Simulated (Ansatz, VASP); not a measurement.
**Bi (Bismuth): VASP beside Ansatz**

One calculation is typed for both programs; each brings its own data sets and cutoff. How far apart do they land? The cell is taken from a series of VASP runs on this material, whose earlier steps may have relaxed, scaled or displaced it; both programs get it as it stands.

Method: plane waves, with VASP 6.6.1 beside it; single point at PBE with D3(BJ), band structure at PBE with D3(BJ), spin-orbit coupling and electric field gradients at PBE with D3(BJ), in Ansatz 0.2.0.

### Step 1. The structure

The structure is trigonal, space group R-3m (No. 166). The conventional cell has a = 4.524 Å, b = 4.524 Å, c = 11.771 Å, α = 90.00°, β = 90.00°, γ = 120.00°. Nearest to Bi lie 3 Bi at 3.07 Å.

Structure file:

```xyz
2
Lattice="2.2618 1.3059 3.9236 -2.2618 1.3059 3.9236 0.0000 -2.6117 3.9236" Properties=species:S:1:pos:R:3 pbc="T T T"
Bi    0.0000    0.0000    2.7716
Bi    0.0000    0.0000    8.9991
```

### Step 2. VASP: single point, PBE with D3(BJ)

With cell and atoms fixed, the geometry can't cause a difference; cores, projectors, grids and the points listed under the comparison can.

Lines of VASP's logs that name or quote its potential files are left out, and so is its time.

The input, INCAR:

```
SYSTEM = Bi
PREC = Accurate
ENCUT = 400
EDIFF = 1E-06
NELM = 100
ISMEAR = -5
SIGMA = 0.2
LREAL = .FALSE.
ALGO = Normal
GGA = PE
IVDW = 12
NBANDS = 27
LORBIT = 11
LWAVE = .FALSE.
LCHARG = .FALSE.
KPAR = 2
NEDOS = 2001
```

The input, POSCAR:

```
Bi
1.0
    2.2618404156      1.3058741728      3.9235669357
   -2.2618404156      1.3058741728      3.9235669357
    0.0000000000     -2.6117483457      3.9235669357
Bi
2
Direct
    0.2354673331      0.2354673331      0.2354673331
    0.7645326669      0.7645326669      0.7645326669
```

The input, KPOINTS:

```
Automatic mesh
0
Gamma
9 9 9
0 0 0
```

PAW data sets: Bi_d (PBE family, release 64).

Run with:

```
mpirun -np 2 vasp_std
```

Numbers of over 12 decimals in the logs are rounded to 6 here.

What it wrote:

```text
[banner, memory and clock lines left out]
running    2 mpi-ranks, on    1 nodes
 distrk:  each k-point on    1 cores,    2 groups
 distr:  one band on    1 cores,    1 groups

 POSCAR found type information on POSCAR Bi
 POSCAR found :  1 types and       2 ions
 LDA part: xc-table for (Slater+PW92), standard interpolation
 POSCAR, INCAR and KPOINTS ok, starting setup
 FFT: planning ... GRIDC
 FFT: planning ... GRID_SOFT
 FFT: planning ... GRID
 WAVECAR not read
 entering main loop
       N       E                     dE             d eps       ncg     rms          rms(c)
DAV:   1     0.295408914322E+03    0.29541E+03   -0.13487E+04  4609   0.114E+03
DAV:   2     0.202237185727E+02   -0.27519E+03   -0.26587E+03  4714   0.345E+02
DAV:   3    -0.680282786885E+01   -0.27027E+02   -0.26770E+02  5372   0.119E+02
DAV:   4    -0.772554029911E+01   -0.92271E+00   -0.92188E+00  5852   0.243E+01
DAV:   5    -0.775815198170E+01   -0.32612E-01   -0.32609E-01  6475   0.402E+00    0.104E+00
DAV:   6    -0.775531871246E+01    0.28333E-02   -0.13961E-02  6150   0.110E+00    0.627E-01
DAV:   7    -0.775526862999E+01    0.50082E-04   -0.95099E-03  6000   0.938E-01    0.111E-01
DAV:   8    -0.775549782968E+01   -0.22920E-03   -0.13142E-03  5490   0.328E-01    0.245E-02
DAV:   9    -0.775552290389E+01   -0.25074E-04   -0.64860E-05  6197   0.505E-02    0.908E-03
DAV:  10    -0.775552096965E+01    0.19342E-05   -0.68657E-06  5168   0.239E-02    0.199E-03
DAV:  11    -0.775552130696E+01   -0.33731E-06   -0.51560E-07  3978   0.495E-03
   1 F= -.86739601E+01 E0= -.86739601E+01  d E =0.000000E+00
```

OUTCAR, selected parts (step 2):

```text
ion  position               nearest neighbor table
   1  0.235  0.235  0.235-   2 3.07   2 3.07   2 3.07   2 3.48   2 3.48   2 3.48
   2  0.765  0.765  0.765-   1 3.07   1 3.07   1 3.07   1 3.48   1 3.48   1 3.48

  LATTYP: Found a trigonal (rhomboedric) cell.
 ALAT       =     4.7133434969
 COS(alpha) =     0.5394299076

 Subroutine GETGRP returns: Found 12 space group operations
 (whereof 12 operations were pure point group operations)

The static configuration has the point symmetry D_3d.

 Found     85 irreducible k-points:

   k-points           NKPTS =     85   k-points in BZ     NKDIM =     85   number of bands    NBANDS=     27

   dimension x,y,z NGX =    32 NGY =   32 NGZ =   32
   dimension x,y,z NGXF=    64 NGYF=   64 NGZF=   64

   ENCUT  =  400.0 eV  29.40 Ry    5.42 a.u.   7.69  7.69  7.69*2*pi/ulx,y,z

   NELECT =      30.0000    total number of electrons

 k-points in reciprocal lattice and weights: Automatic mesh
   0.00000000  0.00000000  0.00000000       0.001
   0.11111111  0.00000000  0.00000000       0.008
   0.22222222  0.00000000  0.00000000       0.008
   0.33333333  0.00000000  0.00000000       0.008
   0.44444444  0.00000000  0.00000000       0.008
   0.11111111  0.11111111  0.00000000       0.008
   0.22222222  0.11111111  0.00000000       0.016
   0.33333333  0.11111111  0.00000000       0.016
   0.44444444  0.11111111  0.00000000       0.016
[...]
0.44444444  0.44444444  0.44444444       0.003
  -0.44444444  0.44444444  0.44444444       0.008

 average (electrostatic) potential at core
       1-104.3975       2-104.3975

 E-fermi :   6.4299

 k-point     1 :       0.0000    0.0000    0.0000
  band No.  band energies     occupation
    ...
     11      -6.6739      2.00000
     12      -0.9510      2.00000
     13       4.9435      2.00000
     14       5.2601      2.00000
     15       5.2601      2.00000
     16       9.0999      0.00000
     17       9.4819      0.00000
     18       9.4819      0.00000
     19      12.0439      0.00000
     20      12.2348      0.00000
    ...

 k-point     2 :       0.1111    0.0000    0.0000
  band No.  band energies     occupation
    ...
     11      -6.5564      2.00000
     12      -1.2285      2.00000
     13       5.0032      2.00000
     14       5.2565      2.00000
     15       5.2691      2.00000
     16       8.8225      0.00000
     17       8.9892      0.00000
     18       9.1785      0.00000
     19      11.6169      0.00000
     20      11.9932      0.00000
    ...

 k-point     3 :       0.2222    0.0000    0.0000
  band No.  band energies     occupation
    ...
     11      -6.2086      2.00000
     12      -1.9496      2.00000
     13       5.0731      2.00000
     14       5.2630      2.00000
     15       5.3866      2.00000
     16       7.8615      0.00000
     17       8.3706      0.00000
     18       8.5093      0.00000
     19      11.6055      0.00000
     20      12.3951      0.00000
    ...

 Edisp (eV)   -0.91844

  Total       0.04160     0.04160    -0.05345     0.00000     0.00000     0.00000
  in kB       0.95844     0.95844    -1.23149     0.00000     0.00000     0.00000
  external pressure =        0.23 kB  Pullay stress =        0.00 kB

  energy-cutoff  :      400.00
  volume of cell :       69.53
      direct lattice vectors                 reciprocal lattice vectors
     2.261840416  1.305874173  3.923566936     0.221058920  0.127628427  0.084956709
    -2.261840416  1.305874173  3.923566936    -0.221058920  0.127628427  0.084956709
     0.000000000 -2.611748346  3.923566936     0.000000000 -0.255256854  0.084956709

 POSITION                                       TOTAL-FORCE (eV/Angst)
 -----------------------------------------------------------------------------------
      0.00000     -0.00000      2.77162         0.000000     -0.000000      0.102995
      0.00000     -0.00000      8.99909         0.000000      0.000000     -0.102995
 -----------------------------------------------------------------------------------
    total drift:                               -0.000000      0.000000     -0.000000

  FREE ENERGIE OF THE ION-ELECTRON SYSTEM (eV)
  ---------------------------------------------------
  free  energy   TOTEN  =        -8.6739601090 eV

  energy  without entropy=       -8.6739601090  energy(sigma->0) =       -8.67396011

 total charge
# of ion       s       p       d       tot
------------------------------------------
    1        1.531   1.363   9.913  12.807
    2        1.531   1.363   9.913  12.807
--------------------------------------------------
tot          3.063   2.726  19.826  25.614

[... 3 further parts left out ...]
```

Dispersion corrections of this kind ignore metallic screening and tend to overbind metals. With tetrahedra the forces and stress of a metal are not exact derivatives of the energy.

### Step 3. Ansatz: single point, PBE with D3(BJ)

Ansatz runs on its default PAW (the set named soft_2) files.

The same cell, functional, mesh and smearing now go to Ansatz, which takes its cutoff from its data sets.

The input, input.yaml:

```yaml
crystal:
  lattice:
    - [2.2618404156, 1.3058741728, 3.9235669357]
    - [-2.2618404156, 1.3058741728, 3.9235669357]
    - [0.0, -2.6117483457, 3.9235669357]
  atoms:
    - { symbol: Bi, position: [0.2354673331, 0.2354673331, 0.2354673331] }
    - { symbol: Bi, position: [0.7645326669, 0.7645326669, 0.7645326669] }
hamiltonian:
  xc: pbe
  pseudopotentials: { kind: paw }
  dispersion: d3bj
kpoints:
  mp_grid: { grid: [9, 9, 9] }
scf:
  occupations: { method: tetrahedron }
output:
  forces: true
  stress: true
  write_density: true
  write_potential: true
  elf: true
  volumetric_format: npy
```

Run with:

```
ansatz run input.yaml --threads 2 --pin off --max-ram 4608MiB --backend cpu --events-out ev --progress --plain --runs-dir out
```

What it wrote:

```text
Warning: output.forces, output.stress, relax.cell or npt_langevin: where a Kohn–Sham band that disperses or a degenerate level is filled in part under the method tetrahedron, the forces or the stress that this run publishes need not agree with its energy (scf.occupations.method in the input reference, under Limitations); prefer a smearing scheme for the forces or the stress
Engine: ansatz 0.2.0, aarch64-unknown-linux-gnu
Pseudopotentials: kind: paw
Pseudopotential: Bi, paw, valence charge 15, recommended cutoff 420 eV (normal), Bi.paw.azcp
Functional definition: PBE
  parameter kappa = 0.804
  parameter beta = 0.066725
  exchange = pbe_x(kappa = kappa, mu = beta*pi^2/3)
  correlation = pbe_c(beta = beta)
Crystal: 2 atoms, lattice volume = 69.534 Å³
Basis set: ecut = 420 eV, 1333 PW (Γ), exchange–correlation on 64×64×64 points (8 copies of the dense FFT grid, shifted against one another)
Bands: 19, of which v1, the nominal top of the filled ones, is band 15 counted from 1 (14 counted from 0)
Symmetry: 12 space group operations
Space group: R-3m (ITA 166), of the structure as read, at distance tolerance 4.1e-5 Å
k-points: 85 of 729
Non-local potential: Bi, projectors of the file, l = 0: 2, l = 1: 2, l = 2: 2, l = 3: 2
PAW form: soft (Blöchl's): semilocal exchange-correlation on the pseudo side does not see the compensation charge
PAW one-centre angular grid: Bi, 590 points (default); XC on 64 Gauss nodes
Initial density: superposition of atomic densities (neutral atoms: chi_scale 0, normalization atom), corrected by the library's trained network
Initial wavefunctions: pseudopotential atomic-orbital guess
Functional: x = pbe(κ = 0.804, μ = 0.219515), c = pbe(β = 0.066725)
SCF iter   1: F=—  HF=-24794.002722 eV  |F-HF|=—  |Δ(HF+E_count)|=         —  Δρ=1.29e-3  dr2=1.08e-3  ethr=1.77e-3  ⟨swp⟩=6.7  Hψ=8066  notcnv=0
preconditioner: auto → none  [insulator: Δε(μ)=0.006 eV  Ē_g=20.371 eV  n_scr=14 (ndim 8)  ℏωp=24.4 eV  f_vac=0.002  ε∞_Penn≈2.4]
SCF iter   2: F=—  HF=-24794.002623 eV  |F-HF|=—  |Δ(HF+E_count)|=   9.92e-5  Δρ=6.34e-4  dr2=2.10e-4  ethr=3.60e-6  ⟨swp⟩=3.0  Hψ=4432  notcnv=0
SCF iter   3: F=—  HF=-24794.002676 eV  |F-HF|=—  |Δ(HF+E_count)|=   5.33e-5  Δρ=3.02e-4  dr2=3.43e-5  ethr=6.99e-7  ⟨swp⟩=3.3  Hψ=3267  notcnv=0
SCF iter   4: F=—  HF=-24794.002735 eV  |F-HF|=—  |Δ(HF+E_count)|=   5.85e-5  Δρ=4.46e-5  dr2=1.26e-6  ethr=1.14e-7  ⟨swp⟩=2.0  Hψ=2381  notcnv=0
SCF iter   5: F=—  HF=-24794.002734 eV  |F-HF|=—  |Δ(HF+E_count)|=   1.02e-7  Δρ=1.47e-5  dr2=1.42e-7  ethr=4.21e-9  ⟨swp⟩=2.9  Hψ=3357  notcnv=0
SCF iter   6: F=-24794.002734 eV  HF=-24794.002734 eV  |F-HF|=2.04e-10  |Δ(HF+E_count)|=   7.67e-8  Δρ=1.57e-6  dr2=1.14e-9  ethr=3.33e-10  ⟨swp⟩=9.0  Hψ=11207  notcnv=0
SCF 1 converged in 6 iterations: F = -24794.002734 eV  dr2 = 1.14e-9
  greatest PAW one-centre occupation: 0.987 electrons in one spin orbital (limit 2), on the Bi atom at site 1 (counted from 0), in its partial waves of l = 2
SCF converged after 6 iterations
Stability not checked: this state was not tested for a lower state beside it, because cold or Methfessel-Paxton smearing, or corrected tetrahedra, fill the levels in a way that the test cannot read (fill_not_monotonic; see scf.lower_state_search)
Free energy (F): -24794.002734 eV
Harris-Foulkes:  -24794.002734 eV  (|F-HF|=2.04e-10)
Internal energy: -24794.002734 eV  (E = F + TS)
E sigma→0 (E₀):  -24794.002734 eV
Fermi energy:    9.853342 eV
--- Per-component energies (eV) ---
  E_band       = -212.876041
  E_kinetic    = 605.288387
  E_local      = -3091.586230  (includes V_loc(G=0)·N_el)
  E_nonlocal   = 1118.934573
  E_hartree    = 1007.540504
  E_xc         = -302.490558
  E_vxc        = -288.454611  (∫ρ·V_xc dr)
  E_paw        = -21326.429499  (= ΣΔE_a)
  E_vpaw       = -572.136727  (= ΣTr[D̂ρ^β])
  E_aug_tail   = -0.000874  (compensation charges beyond the density's cutoff)
  E_ewald      = -2804.340302
  E_disp       = -0.918736  (pairwise vdW)
  E_smearing   = -0.000000  (= −TS)
  E_closure    = -0.000000  (closes the sum)
  Σ components = -24794.002734   (vs F -24794.002734, Δ=0.00e0)
--- Forces (eV/Å), atoms counted from 1 ---
  atom   1  Bi     0.00000000    -0.00000000     0.09508097
  atom   2  Bi     0.00000000     0.00000000    -0.09508097
  max |Σ_I F_I| component: 3.01e-17 eV/Å
--- Stress (GPa, compression-positive) ---
        0.186100       0.000000      -0.000000
        0.000000       0.186100       0.000000
        0.000000       0.000000      -0.029639
  P = ⅓ Tr σ = 0.1142 GPa (1.142 kbar)
--- Band table (eV; the first three rows and the last of 85) ---
  k-point 0: bands = [... 11 lower, 2.4980, 8.3677, 8.6854, 8.6854, 12.5308, 12.9091, 12.9091, 15.4621]
  k-point 1: bands = [... 11 lower, 2.2194, 8.4275, 8.6818, 8.6949, 12.2521, 12.4178, 12.6045, 15.0396]
  k-point 2: bands = [... 11 lower, 1.4958, 8.4974, 8.6884, 8.8136, 11.2913, 11.7976, 11.9335, 15.0296]
  k-point 84: bands = [... 11 lower, -0.0851, 7.6314, 8.8899, 9.2422, 10.6768, 11.0849, 12.3633, 16.5986]
```

Elapsed: 6.6 s, on 2 threads of Arm Neoverse N1, shared host; peak memory 0.36 GiB.

The run ends at a pressure of 0.11 GPa, with forces up to 0.095 eV/Å.

### Step 4. Differences

Known differences besides the potentials themselves: the cutoff is 420 eV in Ansatz and 400 eV in VASP; VASP leaves aspherical gradient terms in its spheres out (LASPH is not set), Ansatz keeps them. Total energies have different zeros and are not compared.

Compared:

```csv
quantity,Ansatz,VASP,difference
pressure (GPa),0.11,0.02,+0.09
```

Forces (eV/Å; atoms numbered as in POSCAR):

```csv
atom,"Ansatz x, y, z","VASP x, y, z"
Bi1,"0.000, 0.000, 0.095","0.000, 0.000, 0.103"
Bi2,"0.000, 0.000, -0.095","0.000, 0.000, -0.103"
```

The forces differ by 4.6 meV/Å r.m.s., which is 7.7 % of the r.m.s. force of 0.06 eV/Å (both taken over all components). Our record labels this cell a metal in VASP alone; each run is judged by its own test, so with a small gap or wide smearing the label says little about the levels. Ansatz's pressure holds a Pulay correction of 0.03 GPa; VASP's holds none.

### Step 5. Ansatz: band structure, PBE with D3(BJ), spin-orbit coupling

With cell and atoms fixed, the geometry can't cause a difference; cores, projectors, grids and the points listed under the comparison can.

The cell is taken from a series of VASP runs on this material, whose earlier steps may have relaxed, scaled or displaced it; both programs get it as it stands.

The input, input.yaml:

```yaml
crystal:
  lattice:
    - [2.2618404156, 1.3058741728, 3.9235669357]
    - [-2.2618404156, 1.3058741728, 3.9235669357]
    - [0.0, -2.6117483457, 3.9235669357]
  atoms:
    - { symbol: Bi, position: [0.2354673331, 0.2354673331, 0.2354673331] }
    - { symbol: Bi, position: [0.7645326669, 0.7645326669, 0.7645326669] }
hamiltonian:
  xc: pbe
  pseudopotentials: { kind: paw_fr }
  dispersion: d3bj
magnetization:
  noncollinear: true
  spin_orbit: true
kpoints:
  mp_grid: { grid: [5, 5, 5] }
  band_path:
    path:
      - [0.0, 0.0, 0.0]
      - [0.13333, 0.0, 0.0]
      - [0.3, 0.0, 0.0]
      - [0.46667, 0.0, 0.0]
      - [0.5, 0.0481, -0.0481]
      - [0.5, 0.12828, -0.12828]
      - [0.5, 0.20845, -0.20845]
      - [0.72489, 0.5, 0.27511]
      - [0.63839, 0.5, 0.36161]
      - [0.5519, 0.5, 0.4481]
      - [0.46667, 0.46667, 0.46667]
      - [0.3, 0.3, 0.3]
      - [0.13333, 0.13333, 0.13333]
      - [0.0, 0.0, 0.0]
      - [0.12342, 0.0, -0.12342]
      - [0.22215, 0.0, -0.22215]
      - [0.34557, 0.0, -0.34557]
      - [0.60379, 0.39621, 0.0]
      - [0.56055, 0.43945, 0.0]
      - [0.5173, 0.4827, 0.0]
      - [0.5173, 0.5173, 0.03207]
      - [0.56055, 0.56055, 0.11224]
      - [0.60379, 0.60379, 0.19241]
      - [0.62109, 0.62109, 0.25782]
      - [0.57785, 0.57785, 0.34431]
      - [0.5346, 0.5346, 0.4308]
      - [0.5, 0.0, 0.0]
      - [0.58649, 0.12342, 0.12342]
      - [0.67299, 0.24684, 0.24684]
      - [0.75948, 0.37026, 0.37026]
    npoints: 1
scf:
  occupations: { method: methfessel_paxton, width: 0.2 }
  n_extra_bands: 14
output:
  forces: true
  stress: true
  eigenvalues: true
```

What it wrote:

```text
[...]
non-collinear run that drives no moment, with spin-orbit: no starting moment large enough to seed its density (crystal.atoms[].spin), no starting occupations that ask for one, no magnetisation constraint and no magnetic field, so the semilocal B_xc is pinned to zero
Crystal: 2 atoms, lattice volume = 69.534 Å³
[...]
k-point 1: bands = [... 26 lower, 9.0384, 9.0384, 9.3412, 9.3412, 10.4334, 10.4334, 12.2069, 12.2069, ... 10 higher]
  k-point 2: bands = [... 26 lower, 8.3944, 8.3944, 9.6322, 9.6322, 9.9476, 9.9476, 10.8245, 10.8245, ... 10 higher]
  k-point 18: bands = [... 26 lower, 7.6916, 7.6916, 8.9552, 8.9552, 10.9861, 10.9861, 12.2454, 12.2454, ... 10 higher]
[key lines of the parts left out:]
SCF converged after 7 iterations
Magnetization: |M| = 0.0000 μB,  M = (+0.0000, +0.0000, +0.0000) μB
Free energy (F): -24877.756306 eV
Fermi energy:    9.851697 eV
P = ⅓ Tr σ = 0.9619 GPa (9.619 kbar)
```

The job ended after 22 s (2 threads; peak memory 0.48 GiB; 43 s of CPU time).

[end of part 1 of 2]

[Lines on the potential files, build, host, timing and source positions are cut from VASP's logs without a mark.]

[Logs are printed without paths, hosts, clocks, repeated set-up lines and the standing remarks that a program may print on its own settings, such as how far it seeks lower states.]

[Hosts, paths, dates, database ids (printed as entryN), source tags and the programs' standing remarks are cut or masked in the printed files.]
